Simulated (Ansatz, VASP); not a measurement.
## One calculation of Zr2BiN2, two programs

```xyz
5
Lattice="4.4039 0.0000 0.0000 0.0000 4.4039 0.0000 0.0000 0.0000 4.5275" Properties=species:S:1:pos:R:3 pbc="T T T"
Zr    2.2020    0.0000    2.2637
Zr    0.0000    2.2020    2.2637
Bi    0.0000    0.0000    0.0000
N     2.2020    2.2020    2.9744
N     2.2020    2.2020    1.5530
```

Change from the starting cell: species swapped into the CeMg2Si2 type (P4/mmm, No. 123).

Alike in both runs: functional PBE; k mesh 4 × 4 × 4; occupations gaussian, width 0.1 eV; no spin polarisation.

Ansatz relaxed the structure, and its values are those at the end. VASP's run is a single point on that final structure, the one shown.

|  | VASP | Ansatz |
| --- | --- | --- |
| version | VASP 6.6.1 | Ansatz 0.2.0 |
| potentials or method | VASP PAW PBE potentials, release 64 (Zr_sv, Bi_d, N) | scalar-relativistic, plane waves, PAW |
| plane-wave cutoff (eV) | 520 | 420 |
| valence electrons in the cell | 49 | 49 |

|  | VASP | Ansatz | Ansatz less VASP |
| --- | --- | --- | --- |
| gap on the k mesh at the Fermi level (eV) | none | none | - |
| pressure (GPa) | 0.3 | 0.1 | -0.20 |
| rms of the force components (eV/Å) | 0.062 | 0.006 | -0.0559 |

A gap of «none» marks a metal or a gap that the smearing closes.

Caveats: spin-orbit coupling is left out, which moves the levels of the heavy elements.
